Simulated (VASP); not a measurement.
```xyz
3
Lattice="4.3768 0.0000 0.0000 -2.1884 3.7904 0.0000 0.0000 0.0000 3.7936" Properties=species:S:1:pos:R:3 pbc="T T T"
Er     0.0000     0.0000     0.0000
Ge     0.0000     2.5270     1.8968
Ge     2.1884     1.2635     1.8968
```

Method: r2SCAN meta-GGA, VASP's PBE PAW potentials (set 64) (plane waves; VASP 6.6.1). Settings: 400 eV cut-off, 7×7×7 Γ-centred mesh, first-order Methfessel-Paxton smearing of 0.10 eV, potentials Er_3 Ge_d.

The 4f electrons are frozen in the core of the lanthanide potential, so 4f levels, which can set the real gap, and their magnetism are missing.

Estimate the energy per atom (σ→0), band gap (on the k-mesh) with the smallest direct gap where there is one.

| Quantity | Value |
|---|---|
| band gap (on the k-mesh) | none (metal, semimetal or under 0.01 eV) |
| energy per atom (σ→0) | -21.007 eV/atom |

The absolute energy has meaning only against runs of the same code, potentials and settings.

The structure was generated: ErGe2 was put into the AlB2 type (P6/mmm), which need not be its known phase. It was relaxed first, which changed the volume by -23 %. The start is the result of an earlier pass. The electron count is odd and the run is not spin-polarised, which forces a metal.
